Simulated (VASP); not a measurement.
```yaml
crystal:
  lattice:
    - [0.00000, 1.96499, 1.96499]
    - [1.96499, 0.00000, 1.96499]
    - [1.96499, 1.96499, 0.00000]
  atoms:
    - { symbol: Li, position: [0.00000, 0.00000, 0.00000] }
    - { symbol: F, position: [0.50000, 0.50000, 0.50000] }
```

All values below come from PBE0 hybrid, VASP's PBE PAW potentials (set 64) (plane waves; VASP). Settings: 520 eV cut-off, 8×8×8 Γ-centred mesh, Gaussian smearing of 0.050 eV, potentials Li_sv F.

### Question
Give the stress tensor in GPa (positive for a compressed cell).

### Answer

```
4.90  0.00  0.00
0.00  4.90  0.00
0.00  0.00  4.90
```
The pressure is its mean diagonal, 4.90 GPa.

The compound is LiF in the rock salt structure. This cell is one point of a volume scan, at 0.91 of the reference volume. The cell's shape comes from a PBE relaxation.
